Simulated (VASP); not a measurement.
```yaml
crystal:
  lattice:
    - [4.12042, 0.00000, 0.00000]
    - [0.00000, 4.04628, 0.00000]
    - [0.00000, 0.00000, 4.16352]
  atoms:
    - { symbol: Cs, position: [0.00000, 0.00000, 0.00000] }
    - { symbol: Cl, position: [0.52329, 0.50000, 0.50000] }
```
Cell charge -0.1.

These are PBE GGA, VASP's PBE PAW potentials (set 64) (plane waves; VASP) values and carry that method's errors. Numerical set-up: NELECT = 16.1, 400 eV cut-off, 6×6×6 Γ-centred mesh, Gaussian smearing of 0.050 eV, potentials Cs_sv Cl.

The cell is charged, with a uniform compensating background.

### Question
Give the force on each atom (eV/Å).

### Answer

```tsv
atom	Fx	Fy	Fz
Cs1	0.098	0.000	0.000
Cl2	-0.098	0.000	0.000
```

### Question
Give the stress tensor in GPa (positive for a compressed cell).

### Answer

```
2.45  0.00  0.00
0.00  2.94  0.00
0.00  0.00  2.36
```
The pressure is its mean diagonal, 2.58 GPa.

The compound is CsCl in the CsCl type structure. The cell was not relaxed at this level, atoms are displaced from their ideal sites. The run is one of a series of settings (NELECT = 16.1 against the base run), some of them coarse on purpose.
